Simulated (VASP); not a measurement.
A convergence study with VASP on Se (trig): one setting is varied, all else stays as given below, so the limit is that of these other settings.

```
CELL_PARAMETERS angstrom
      2.18500    -3.78453     0.00000
      2.18500     3.78453     0.00000
      0.00000     0.00000     4.95000
ATOMIC_POSITIONS crystal
  Se 0.00000 0.22500 0.66667
  Se 0.77500 0.77500 0.00000
  Se 0.22500 0.00000 0.33333
```

Computed with PBE GGA, VASP's PBE PAW potentials (set 64) (plane waves; VASP). The tightest run used: 550 eV cut-off, 15×15×11 Γ-centred mesh, Gaussian smearing of 0.050 eV, potentials Se.

```csv
setting,E (eV/atom),pressure (GPa),largest force (eV/Å),irreducible k-points
1×1×1 mesh,-2.2763,12.73,1.661,1
2×2×1 mesh,-3.7860,0.53,1.363,2
3×3×2 mesh,-3.4537,3.32,0.626,6
```

### Question
These are the cheaper rows. Estimate the results at 15×15×11 mesh, and how far the last row shown lies from them.

### Answer

| quantity | tightest run | last row shown is off by |
|---|---|---|
| E (eV/atom) | -3.4894 | 0.0357 |
| pressure (GPa) | 2.99 | 0.33 |
| largest force (eV/Å) | 0.454 | 0.171 |

Left out are rungs that failed or repeat a setting and relaxations that didn't move; long series are thinned to 24 rows.

The compound is Se in the trig structure. The cell was not relaxed at this level, forces remain on its atoms.
